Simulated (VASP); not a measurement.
## Ag: equilibrium volume by level of theory

```xyz
1
Lattice="0.0000 2.0675 2.0675 2.0675 0.0000 2.0675 2.0675 2.0675 0.0000" Properties=species:S:1:pos:R:3 pbc="T T T"
Ag    0.0000    0.0000    0.0000
```

The cell was measured well above room temperature.

```tsv
rung	level	program and potentials	cutoff (eV)	k mesh	smearing	equilibrium volume (Å³/atom)	notes
LDA	LDA	VASP, LDA PAW files Ag, 600 eV	600	18 × 18 × 18	gaussian 0.1	16.04	-
GGA	PBE	VASP, PBE PAW files Ag, 600 eV	600	18 × 18 × 18	gaussian 0.1	17.81	-
GGA + dispersion	PBE+D3(BJ)	VASP, PBE PAW files Ag, 600 eV	600	18 × 18 × 18	gaussian 0.1	16.87	-
GGA	PBEsol	VASP, PBE PAW files Ag, 480 eV	480	18 × 18 × 18	gaussian 0.1	16.64	potentials made for PBE
GGA	PBEsol	VASP, PBE PAW files Ag, 580 eV	580	18 × 18 × 18	gaussian 0.1	16.63	potentials made for PBE
GGA	PBEsol	VASP, PBE PAW files Ag, 600 eV	600	18 × 18 × 18	gaussian 0.1	16.64	potentials made for PBE
GGA	PBEsol	VASP, PBE PAW files Ag, 600 eV	600	6 × 6 × 6	gaussian 0.1	16.75	coarse mesh; potentials made for PBE
GGA	RPBE	VASP, PBE PAW files Ag, 600 eV	600	18 × 18 × 18	gaussian 0.1	18.64	potentials made for PBE
```

Task: relaxation of cell and atoms. All rows: no spin polarisation. Smearing widths are in eV. For a metal such meshes aren't converged. Meshes differ between rows, which moves values too. Meshes are those of the run's cell of 1 atom unless a note names another. Relaxations start from the cell shown or near it and stop with a little pressure left. Runs on faulty files, with rough fits or with known faults for this quantity aren't shown. No row holds spin-orbit coupling.

By rung: LDA 16.04; GGA 16.63 to 18.64; GGA + dispersion 16.87; GGA on coarse meshes 16.75 (Å³/atom).
